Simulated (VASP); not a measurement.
An input for Quantum ESPRESSO's pw.x (written as the equivalent of a VASP run, and not itself run):

```
&CONTROL
  calculation = 'vc-relax'
  pseudo_dir = './pseudo'
  outdir = './out'
  tprnfor = .true.
  tstress = .true.
  nstep = 30
  forc_conv_thr = 0.00039
/
&SYSTEM
  ibrav = 0
  nat = 3
  ntyp = 2
  ecutwfc = 84
  occupations = 'smearing'
  smearing = 'gaussian'
  degauss = 0.003675
  input_dft = 'pbe'
  vdw_corr = 'grimme-d3'
  dftd3_version = 4
  dftd3_threebody = .false.
/
&ELECTRONS
  conv_thr = 7.3e-09
  electron_maxstep = 100
/
&IONS
/
&CELL
  cell_dofree = 'shape'
/
ATOMIC_SPECIES
  Mg 24.305 Mg.upf
  I 126.904 I.upf
CELL_PARAMETERS angstrom
     2.0817549   -3.6057048    0.0000000
     2.0817549    3.6057048    0.0000000
     0.0000000    0.0000000    6.9439179
ATOMIC_POSITIONS crystal
  Mg   0.0000000  0.0000000  0.0000000
  I    0.3333330  0.6666670  0.2435707
  I    0.6666670  0.3333330  0.7564293
K_POINTS automatic
  6 6 4 0 0 0
```

**Question.** Translate this input to VASP (INCAR, KPOINTS, POSCAR, choice of POTCAR).

**Answer.** Several could match; the one computed here: 
### INCAR
```
! general
SYSTEM   =  MgI2
PREC     =  Accurate
ENCUT    =  520   ! plane-wave cut-off (eV)
LREAL    =  F
LASPH    =  T   ! aspherical one-centre terms

! electronic loop
EDIFF    =  1E-7   ! SCF stop (eV)
NELM     =  100
ALGO     =  Normal   ! blocked Davidson
LMAXMIX  =  4   ! l cut-off of mixed one-centre charges

! smearing
ISMEAR   =  0
SIGMA    =  0.05

! functional
GGA      =  PE
IVDW     =  12

! ions
IBRION   =  2   ! conjugate gradients
NSW      =  30
ISIF     =  4   ! ions and shape, fixed volume
EDIFFG   =  -0.01

! output
LWAVE    =  F
LCHARG   =  F
```

**POSCAR**
```
MgI2
1
    2.0817548674    -3.6057047778     0.0000000000
    2.0817548674     3.6057047778     0.0000000000
    0.0000000000     0.0000000000     6.9439178558
Mg I
1 2
Direct
  0.0000000000   0.0000000000   0.0000000000
  0.3333330000   0.6666670000   0.2435707319
  0.6666670000   0.3333330000   0.7564292681
```

**KPOINTS**
```
Regular mesh
0
gamma
  6 6 4
0 0 0
```

POTCAR, in this order: Mg I (PBE.64 set). Program: vasp_std.

Limits of the translation: the potentials are each code's own (VASP's PAW set, PseudoDojo norm-conserving files in pw.x), so ENCUT and ecutwfc are chosen apart and not converted; conv_thr bounds pw.x's estimated SCF error, while EDIFF bounds the energy change between steps; forc_conv_thr acts on force components and is met together with etot_conv_thr.

The compound is MgI2 in the 1T layered structure. This cell is one point of a volume scan, at 1.03 of the reference volume. Symmetry was kept, so distortions that lower it aren't found.
